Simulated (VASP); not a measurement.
# C: single point with SCAN

Crystal: C.

```
CELL_PARAMETERS angstrom
2.46100 0.00000 0.00000
-1.23050 2.13129 0.00000
0.00000 0.00000 6.97632
ATOMIC_POSITIONS crystal
C 0.00000 0.00000 0.25000
C 0.33333 0.66667 0.25000
C 0.00000 0.00000 0.75000
C 0.66667 0.33333 0.75000
```

The cell was built by a generator and needn't be a form met in nature.

| Item | Value |
| --- | --- |
| Program | VASP 6.6.1 |
| Task | single point |
| Functional | SCAN |
| Potentials or basis | VASP PAW PBE potentials, release 64 (C) |
| Cutoff | 520 eV |
| k mesh | 16 × 16 × 4 |
| Occupations | fermi-dirac, width 0.05 eV |
| Spin | no spin polarisation |
| Further INCAR settings | ALGO = Normal; EDIFF = 1e-06; NBANDS = 16 |

* Pressure: -2.6 GPa
* Band gap on the k mesh: 0.72 eV, direct

Stress tensor (GPa, compression positive):
```
-3.92  0.00  0.00
 0.00 -3.92  0.00
 0.00  0.00 -0.08
```

Levels at points of the mesh, in eV from the valence-band top:
| k point | band 6 | band 7 | band 8 | band 9 | band 10 | band 11 |
| --- | --- | --- | --- | --- | --- | --- |
| (0.00, 0.00, 0.00) | -3.07 | -3.05 | -3.05 | 4.22 | 9.18 | 9.18 |
| (0.50, 0.00, 0.00) | -6.53 | -2.54 | -1.95 | 1.88 | 2.52 | 7.94 |
| (0.00, 0.00, 0.50) | -3.06 | -3.06 | -3.06 | 6.68 | 6.68 | 9.20 |
| (0.50, 0.00, 0.50) | -6.55 | -2.20 | -2.20 | 2.05 | 2.05 | 8.10 |

Run time: 2.6 min on 1 thread of AMD EPYC 9R14 (Zen 4) (shared host), peak memory 0.14 GiB.

Caveat: the PAW data sets were made with another functional, which shifts forces and pressure a little. SCAN opens gaps a little over a GGA but as a rule still falls short of measured ones.
